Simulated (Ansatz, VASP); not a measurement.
**W (free-standing square W monolayer, spacing 2.603 A) in two plane-wave programs**

One calculation is typed for both programs; each brings its own data sets. How far apart do they land? The cell is taken from a series of runs on this material, whose earlier steps may have relaxed, scaled, displaced or heated it; both programs get it as it stands.

Calculated with Ansatz 0.2.0; plane waves, with VASP 6.6.1 beside it; PBE.

**1. Set-up**

The cell holds 1 atom: 1 W. Cell: a = 2.328 Å, b = 2.328 Å, c = 14.000 Å, α = 90.0°, β = 90.0°, γ = 90.0°. As first built, before any earlier steps moved the atoms or strained the cell (in the runner's words): model lattice. Vacuum lies along c.

**2. Ansatz: single point, PBE, pair 1**

Ansatz runs on its PAW soft_1 files.

A single point takes one fixed geometry, so differences don't come from the geometry; what else differs is listed under the comparison.

input.yaml

```yaml
crystal:
  lattice:
    - [2.32819398, 0.0, 0.0]
    - [0.0, 2.32819398, 0.0]
    - [0.0, 0.0, 14.0]
  atoms:
    - { symbol: W, position: [0.0, 0.0, 0.5] }
kpoints:
  mp_grid: { grid: [22, 22, 1] }
hamiltonian:
  xc: pbe
  pseudopotentials: { kind: paw, azcp: { folder: soft_1 } }
scf:
  occupations: { method: fermi_dirac, width: 0.05 }
  max_iter: 120
  convergence: { dr2_threshold: 1.0e-08 }
basis:
  ecutwfc: 420.0
output:
  stress: true
```

Run with:

```
> ansatz run input.yaml --threads 1 --pin off --max-ram 2560MiB --backend cpu --events-out ev --progress --plain --runs-dir out
```

Numbers of over 12 decimals in the logs are rounded to 6 here.

What it wrote:

```text
Warning: output.stress: scf.convergence.dr2_threshold = 1e-8 eV is looser than the 1e-10 eV advised for a printed stress (1e-10 eV for each atom of the cell: 1). What an SCF threshold leaves in a stress goes as its square root, and in the free energy as the threshold itself, and one threshold admits the most on a small cell: [figures from the program's tests cut] Set scf.convergence.dr2_threshold to 1e-10 eV or tighter. The threshold is an SCF's pass mark: one that does not reach it within its budget of iterations ends unconverged, or closes short of it on a stop that the run arms, and scf.convergence.dr2_threshold's page says what that costs each kind of run
Engine: ansatz 0.2.0, aarch64-unknown-linux-gnu
Pseudopotentials: kind: paw
Pseudopotential: W, paw, valence charge 14, recommended cutoff 420 eV (normal), soft_1/W.paw.azcp
Functional definition: PBE
  parameter kappa = 0.804
  parameter beta = 0.066725
  exchange = pbe_x(kappa = kappa, mu = beta*pi^2/3)
  correlation = pbe_c(beta = beta)
Crystal: 1 atoms, lattice volume = 75.887 Å³
Basis set: ecut = 420 eV, 1475 PW (Γ)
Bands: 11, of which v1, the nominal top of the filled ones, is band 7 counted from 1 (6 counted from 0)
Symmetry: 16 space group operations
Space group: P4/mmm (ITA 123), of the structure as read, at distance tolerance 4.2e-5 Å
k-points: 78 of 484
Non-local potential: W, projectors of the file, l = 0: 3, l = 1: 2, l = 2: 2, l = 3: 1
PAW form: soft (Blöchl's): semilocal exchange-correlation on the pseudo side does not see the compensation charge
PAW one-centre angular grid: W, 590 points (default); XC on 64 Gauss nodes
Initial density: superposition of atomic densities (neutral atoms: chi_scale 0, normalization atom)
Initial wavefunctions: pseudopotential atomic-orbital guess
Functional: x = pbe(κ = 0.804, μ = 0.219515), c = pbe(β = 0.066725)
SCF iter   1: F=—  HF=-10382.909911 eV  |F-HF|=—  |Δ(HF+E_count)|=         —  Δρ=3.66e-2  dr2=2.01e0  ethr=3.10e-3  ⟨swp⟩=8.4  Hψ=6685  notcnv=0
preconditioner: auto → LDOS  [metal: Δε(μ)=0.040 eV  Ē_g=7.762 eV  σ=0.050 eV  W_gap=0.20  n_scr=8 (ndim 8)  ℏωp=10.4 eV  f_vac=0.643  D(μ)=1.48/eV (n_scr^D=8)  β→1.0]
SCF iter   2: F=—  HF=-10382.250423 eV  |F-HF|=—  |Δ(HF+E_count)|=   6.59e-1  Δρ=2.21e-2  dr2=1.58e-1  ethr=3.10e-3  ⟨swp⟩=3.4  Hψ=2728  notcnv=0
SCF iter   3: F=—  HF=-10382.293525 eV  |F-HF|=—  |Δ(HF+E_count)|=   4.31e-2  Δρ=5.43e-3  dr2=4.16e-2  ethr=1.13e-3  ⟨swp⟩=3.6  Hψ=2275  notcnv=0
SCF iter   4: F=—  HF=-10382.287452 eV  |F-HF|=—  |Δ(HF+E_count)|=   6.07e-3  Δρ=1.81e-3  dr2=3.23e-3  ethr=2.97e-4  ⟨swp⟩=2.2  Hψ=1490  notcnv=0
SCF iter   5: F=—  HF=-10382.286464 eV  |F-HF|=—  |Δ(HF+E_count)|=   9.88e-4  Δρ=4.35e-4  dr2=5.73e-5  ethr=2.30e-5  ⟨swp⟩=2.5  Hψ=1352  notcnv=0
SCF iter   6: F=—  HF=-10382.286467 eV  |F-HF|=—  |Δ(HF+E_count)|=   2.90e-6  Δρ=1.22e-4  dr2=7.84e-6  ethr=4.09e-7  ⟨swp⟩=2.4  Hψ=1290  notcnv=0
SCF iter   7: F=—  HF=-10382.286465 eV  |F-HF|=—  |Δ(HF+E_count)|=   1.82e-6  Δρ=2.03e-5  dr2=2.43e-7  ethr=5.60e-8  ⟨swp⟩=2.2  Hψ=1126  notcnv=0
SCF iter   8: F=—  HF=-10382.286465 eV  |F-HF|=—  |Δ(HF+E_count)|=   1.65e-7  Δρ=4.70e-6  dr2=1.01e-8  ethr=7.14e-11  ⟨swp⟩=4.7  Hψ=4071  notcnv=0
SCF iter   9: F=-10382.286465 eV  HF=-10382.286465 eV  |F-HF|=5.28e-11  |Δ(HF+E_count)|=   1.11e-8  Δρ=5.43e-7  dr2=3.30e-10  ethr=7.14e-11  ⟨swp⟩=5.0  Hψ=2817  notcnv=0
SCF 1 converged in 9 iterations: F = -10382.286465 eV  dr2 = 3.30e-10
  greatest PAW one-centre occupation: 0.999 electrons in one spin orbital (limit 2), on the W atom at site 0 (counted from 0), in its partial waves of l = 0
SCF converged after 9 iterations
Free energy (F): -10382.286465 eV
Harris-Foulkes:  -10382.286465 eV  (|F-HF|=5.28e-11)
Internal energy: -10382.275979 eV  (E = F + TS)
E sigma→0 (E₀):  -10382.281222 eV
Entropy (-TS):   -0.010486 eV (-10.486 meV/atom)
Fermi energy:    0.446776 eV
--- Per-component energies (eV) ---
  E_band       = -385.455715
  E_kinetic    = 429.901617
  E_local      = -6392.763099  (includes V_loc(G=0)·N_el)
  E_nonlocal   = -23.169290
  E_hartree    = 2998.274688
  E_xc         = -267.956184
  E_vxc        = -231.579709  (∫ρ·V_xc dr)
  E_paw        = -8579.306647  (= ΣΔE_a)
  E_vpaw       = -164.393427  (= ΣTr[D̂ρ^β])
  E_aug_tail   = 0.000156  (compensation charges beyond the density's cutoff)
  E_ewald      = 1452.742780
  E_smearing   = -0.010486  (= −TS)
  E_closure    = 0.000000  (closes the sum)
  Σ components = -10382.286465   (vs F -10382.286465, Δ=0.00e0)
--- Stress (GPa, compression-positive) ---
       15.275108      -0.000000       0.000000
       -0.000000      15.275108       0.000000
        0.000000       0.000000      -0.000367
  P = ⅓ Tr σ = 10.1833 GPa (101.833 kbar)
```

In the SCF lines HF is the Harris–Foulkes energy and dr2 the Hartree energy of the density residual, in eV; the loop may stop once dr2 is under the threshold and the program's other checks hold. Hψ counts applications of the Hamiltonian.

**3. VASP: single point, PBE, pair 1**

The same cell, functional, mesh and smearing now go to VASP, with its own data sets.

Lines of VASP's logs that name or quote its potential files are left out, and so is its time.

INCAR

```
SYSTEM = W
PREC = Accurate
ENCUT = 600
EDIFF = 1E-06
NELM = 120
ISMEAR = -1
SIGMA = 0.05
LREAL = .FALSE.
ALGO = Normal
GGA = PE
NBANDS = 9
LASPH = .TRUE.
LORBIT = 11
LWAVE = .FALSE.
LCHARG = .FALSE.
ISIF = 2
GGA_COMPAT = .FALSE.
```

POSCAR

```
W
1.0
    2.3281939800      0.0000000000      0.0000000000
    0.0000000000      2.3281939800      0.0000000000
    0.0000000000      0.0000000000     14.0000000000
W
1
Direct
    0.0000000000      0.0000000000      0.5000000000
```

KPOINTS

```
Automatic mesh
0
Gamma
22 22 1
0 0 0
```

Potentials, in the order of the species: W (PBE family, release 64).

Run with:

```
> mpirun -np 1 vasp_std
```

What it wrote:

```text
[banner, memory and clock lines left out]
running    1 mpi-ranks, on    1 nodes
 distrk:  each k-point on    1 cores,    1 groups
 distr:  one band on    1 cores,    1 groups

 POSCAR found type information on POSCAR W
 POSCAR found :  1 types and       1 ions
 LDA part: xc-table for (Slater+PW92), standard interpolation
 POSCAR, INCAR and KPOINTS ok, starting setup
 FFT: planning ... GRIDC
 FFT: planning ... GRID_SOFT
 FFT: planning ... GRID
 WAVECAR not read
 entering main loop
       N       E                     dE             d eps       ncg     rms          rms(c)
DAV:   1     0.273511353916E+02    0.27351E+02   -0.23842E+03  1404   0.536E+02
DAV:   2    -0.807591614353E+01   -0.35427E+02   -0.32133E+02  1980   0.107E+02
DAV:   3    -0.997361724491E+01   -0.18977E+01   -0.18719E+01  1816   0.290E+01
DAV:   4    -0.998973458460E+01   -0.16117E-01   -0.16095E-01  1816   0.254E+00
DAV:   5    -0.998989993261E+01   -0.16535E-03   -0.16531E-03  1782   0.173E-01    0.177E+01
DAV:   6    -0.966657841366E+01    0.32332E+00   -0.26237E-01  1629   0.204E+00    0.103E+01
DAV:   7    -0.954901848608E+01    0.11756E+00   -0.35406E-01  1637   0.262E+00    0.447E-01
DAV:   8    -0.954450006263E+01    0.45184E-02   -0.22930E-02  1539   0.610E-01    0.119E-01
DAV:   9    -0.954378778132E+01    0.71228E-03   -0.15166E-03  1877   0.145E-01    0.647E-02
DAV:  10    -0.954328417674E+01    0.50360E-03   -0.32592E-04  1795   0.741E-02    0.295E-02
DAV:  11    -0.954302162711E+01    0.26255E-03   -0.17858E-04  1654   0.724E-02    0.205E-02
DAV:  12    -0.954308581401E+01   -0.64187E-04   -0.94011E-05  1606   0.312E-02    0.102E-02
DAV:  13    -0.954323048311E+01   -0.14467E-03   -0.34252E-05  1656   0.245E-02    0.439E-03
DAV:  14    -0.954331774894E+01   -0.87266E-04   -0.26159E-06  1671   0.561E-03    0.258E-03
DAV:  15    -0.954338729463E+01   -0.69546E-04   -0.33599E-06  1497   0.566E-03    0.121E-03
DAV:  16    -0.954341012304E+01   -0.22828E-04   -0.30234E-06  1536   0.400E-03    0.955E-04
DAV:  17    -0.954341012527E+01   -0.22297E-08   -0.54245E-09  1544   0.389E-04
   1 F= -.95434101E+01 E0= -.95380313E+01  d E =-.107577E-01
```

Parts of OUTCAR (step 3):

```text
ion  position               nearest neighbor table
   1  0.000  0.000  0.500-

  LATTYP: Found a simple tetragonal cell.
 ALAT       =     2.3281939800
 C/A-ratio  =     6.0132446524

 Subroutine GETGRP returns: Found 16 space group operations
 (whereof 16 operations were pure point group operations)

The static configuration has the point symmetry D_4h.

 Found     78 irreducible k-points:

   k-points           NKPTS =     78   k-points in BZ     NKDIM =     78   number of bands    NBANDS=      9

   dimension x,y,z NGX =    20 NGY =   20 NGZ =  112
   dimension x,y,z NGXF=    40 NGYF=   40 NGZF=  224

   ENCUT  =  600.0 eV  44.10 Ry    6.64 a.u.   4.65  4.65 27.96*2*pi/ulx,y,z

   NELECT =       6.0000    total number of electrons

 k-points in reciprocal lattice and weights: Automatic mesh
   0.00000000  0.00000000  0.00000000       0.002
   0.04545455  0.00000000  0.00000000       0.008
   0.09090909  0.00000000  0.00000000       0.008
   0.13636364  0.00000000  0.00000000       0.008
   0.18181818  0.00000000  0.00000000       0.008
   0.22727273  0.00000000  0.00000000       0.008
   0.27272727  0.00000000  0.00000000       0.008
   0.31818182  0.00000000  0.00000000       0.008
   0.36363636  0.00000000  0.00000000       0.008
[...]
0.50000000  0.45454545  0.00000000       0.008
   0.50000000  0.50000000  0.00000000       0.002

 average (electrostatic) potential at core
       1 -47.6033

 E-fermi :  -2.6175

 k-point     1 :       0.0000    0.0000    0.0000
  band No.  band energies     occupation
      1      -9.9067      2.00000
      2      -8.1594      2.00000
      3      -5.1467      2.00000
      4      -2.3508      0.00961
      5       2.2040      0.00000
      6       2.2495      0.00000
      7       2.2495      0.00000
      8       3.0478      0.00000
    ...

 k-point     2 :       0.0455    0.0000    0.0000
  band No.  band energies     occupation
      1      -9.7867      2.00000
      2      -8.0469      2.00000
      3      -5.0979      2.00000
      4      -2.4040      0.02757
      5       2.0089      0.00000
      6       2.2595      0.00000
      7       2.2702      0.00000
      8       3.2252      0.00000
    ...

 k-point     3 :       0.0909    0.0000    0.0000
  band No.  band energies     occupation
      1      -9.4745      2.00000
      2      -7.6776      2.00000
      3      -4.9493      2.00000
      4      -2.5896      0.72794
      5       1.5993      0.00000
      6       2.3310      0.00000
      7       2.4260      0.00000
      8       3.5438      0.00000
      9       4.1802      0.00000

  Total        5.8130066      5.8130066     -0.0015877      0.0000000      0.0000000      0.0000000
  in kB      122.7283909    122.7283909     -0.0335196      0.0000000      0.0000000      0.0000000
  external PRESSURE =      81.8077540 kB  Pullay stress =       0.0000000 kB

  energy-cutoff  :      600.00
  volume of cell :       75.89
      direct lattice vectors                 reciprocal lattice vectors
     2.328193980  0.000000000  0.000000000     0.429517475  0.000000000  0.000000000
     0.000000000  2.328193980  0.000000000     0.000000000  0.429517475  0.000000000
     0.000000000  0.000000000 14.000000000     0.000000000  0.000000000  0.071428571

 POSITION                                       TOTAL-FORCE (eV/Angst)
 -----------------------------------------------------------------------------------
      0.00000      0.00000      7.00000         0.000000      0.000000      0.000000
 -----------------------------------------------------------------------------------
    total drift:                                0.000000     -0.000000     -0.000000

  FREE ENERGIE OF THE ION-ELECTRON SYSTEM (eV)
  ---------------------------------------------------
  free  energy   TOTEN  =        -9.5434101253 eV

  energy  without entropy=       -9.5326523814  energy(sigma->0) =       -9.53803125

 total charge
# of ion       s       p       d       tot
------------------------------------------
    1        0.750   0.521   4.657   5.928

[... 3 further parts left out ...]
```

The data set W keeps the semicore shell frozen, which is cheaper and a little less accurate.

**4. Side by side**

Known differences besides the potentials themselves: the data sets hold 14 valence electrons in Ansatz (on its PAW soft_1 files) and 6 in VASP; the cutoff is 420 eV in Ansatz and 600 eV in VASP. Total energies have different zeros and are not compared.

Both answers:

```tsv
quantity	Ansatz	VASP	difference
pressure (GPa)	10.18	8.18	+2.00
```

Where the cell holds vacuum, a pressure given here is an average over it and none of the material.

**5. What the set-up changes**

Further runs change the set-up of one program: Ansatz's method, potentials or start, or VASP's data sets, cutoff or form of LDA. The table gives that difference for each run.

```tsv
run	pressure (GPa)
as above	2.0
VASP with the data sets W_sv and a cutoff of 500 eV	-0.60
```

**6. VASP: single point, PBE, pair 2**

With cell and atoms fixed, the geometry can't cause a difference; cores, projectors, grids and the points listed under the comparison can.

INCAR is that of step 3.

POSCAR

```
W
1.0
    2.4279167700      0.0000000000      0.0000000000
    0.0000000000      2.4279167700      0.0000000000
    0.0000000000      0.0000000000     14.0000000000
W
1
Direct
    0.0000000000      0.0000000000      0.5000000000
```

KPOINTS is that of step 3.

Run with:

```
> mpirun -np 1 vasp_std
```

What it wrote:

```text
[... set-up lines as in an earlier step ...]
 entering main loop
       N       E                     dE             d eps       ncg     rms          rms(c)
DAV:   1     0.248308208040E+02    0.24831E+02   -0.22905E+03  1404   0.530E+02
DAV:   2    -0.857370856955E+01   -0.33405E+02   -0.30044E+02  2196   0.976E+01
DAV:   3    -0.102817972024E+02   -0.17081E+01   -0.16723E+01  1729   0.258E+01
DAV:   4    -0.102965726267E+02   -0.14775E-01   -0.14770E-01  1898   0.248E+00
[...]
DAV:  15    -0.984720603020E+01   -0.11761E-04   -0.69535E-07  1621   0.276E-03    0.191E-03
DAV:  16    -0.984721921761E+01   -0.13187E-04   -0.82486E-07  1567   0.260E-03    0.296E-04
DAV:  17    -0.984722019312E+01   -0.97551E-06   -0.36324E-08  1695   0.497E-04
   1 F= -.98472202E+01 E0= -.98417459E+01  d E =-.109486E-01
```

Parts of OUTCAR (step 6):

```text
  Total        1.5531039      1.5531039     -0.0019629      0.0000000      0.0000000     -0.0000000
  in kB       30.1519551     30.1519551     -0.0381074      0.0000000      0.0000000     -0.0000000
  external PRESSURE =      20.0886010 kB  Pullay stress =       0.0000000 kB

 POSITION                                       TOTAL-FORCE (eV/Angst)
 -----------------------------------------------------------------------------------
      0.00000      0.00000      7.00000         0.000000      0.000000      0.000000
 -----------------------------------------------------------------------------------
    total drift:                               -0.000000      0.000000     -0.000000

  FREE ENERGIE OF THE ION-ELECTRON SYSTEM (eV)
  ---------------------------------------------------
  free  energy   TOTEN  =        -9.8472201931 eV

  energy  without entropy=       -9.8362715545  energy(sigma->0) =       -9.84174587

[... 1 part as in an earlier step ...]

[... 2 further parts left out ...]
[key lines of the parts left out:]
E-fermi :  -2.7689
```

(Continued in part 2 of 2.)

[Lines on the potential files, build, host, timing and source positions are cut from VASP's logs without a mark.]

[Logs are printed without paths, hosts, clocks, repeated set-up lines and the standing remarks that a program may print on its own settings, such as how far it seeks lower states.]

[Hosts, paths, dates, database ids (printed as entryN), source tags and the programs' standing remarks are cut or masked in the printed files.]
